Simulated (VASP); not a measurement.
Mo:

```
CELL_PARAMETERS angstrom
-1.57342 1.57342 1.57342
1.57342 -1.57342 1.57342
1.57342 1.57342 -1.57342
ATOMIC_POSITIONS crystal
Mo 0.00000 0.00000 0.00000
```

```yaml
Program: VASP 6.6.1
Task: relaxation of cell and atoms
Functional: PBEsol
Potentials_or_basis: VASP PAW PBE potentials, release 64 (Mo_sv)
Cutoff: 600 eV
k_mesh: 16 × 16 × 16
Occupations: methfessel-paxton, width 0.1 eV
Spin: no spin polarisation
```

At the start: pressure -4.2 GPa; volume 15.58 Å³/atom.

Q: How do energy, volume and symmetry change on relaxing?

A: Over 3 steps the energy falls by 3.2 meV/atom and the volume is 15.35 Å³/atom (-1.5 %); space group Im-3m (No. 229, to 0.05 Å).

The path:
| step | energy change (eV) | largest force (eV/Å) | pressure (GPa) | volume (Å³) |
| --- | --- | --- | --- | --- |
| 1 | 0.0000 | 0.0000 | -4.22 | 15.58 |
| 2 | 0.0245 | 0.0000 | 13.81 | 14.67 |
| 3 | -0.0032 | 0.0000 | -0.06 | 15.35 |

Final structure:
```
CELL_PARAMETERS angstrom
-1.56547 1.56547 1.56547
1.56547 -1.56547 1.56547
1.56547 1.56547 -1.56547
ATOMIC_POSITIONS crystal
Mo 0.00000 0.00000 0.00000
```

Caveat: the PAW data sets were made with another functional, which shifts forces and pressure a little.
